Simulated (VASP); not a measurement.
Here is the system:

```
Hf
1.0
    2.89757     0.00000     0.00000
    0.00000     2.89757     0.00000
    0.00000     0.00000     2.89757
Hf
1
Direct
  0.00000   0.00000   0.00000
```

The numbers are results of r2SCAN meta-GGA, VASP's PBE PAW potentials (set 64) (plane waves; VASP), not measurements. Run with 400 eV cut-off, 11×11×11 Γ-centred mesh, first-order Methfessel-Paxton smearing of 0.10 eV, potentials Hf_pv.

Unless said otherwise, spin-orbit coupling is left out, though it shifts the bands of the heavy elements here.

Problem. Estimate the energy per atom (σ→0), band gap (on the k-mesh) with the smallest direct gap where there is one.

Solution. 
* **band gap (on the k-mesh)**: none (metal, semimetal or under 0.01 eV)
* **energy per atom (σ→0)**: -43.926 eV/atom

Only differences to runs with the same potentials and settings are physical.

The structure was generated: Hf was put into the simple-cubic type (Pm-3m), which need not be its known phase. It was relaxed first. The start is the result of an earlier pass.
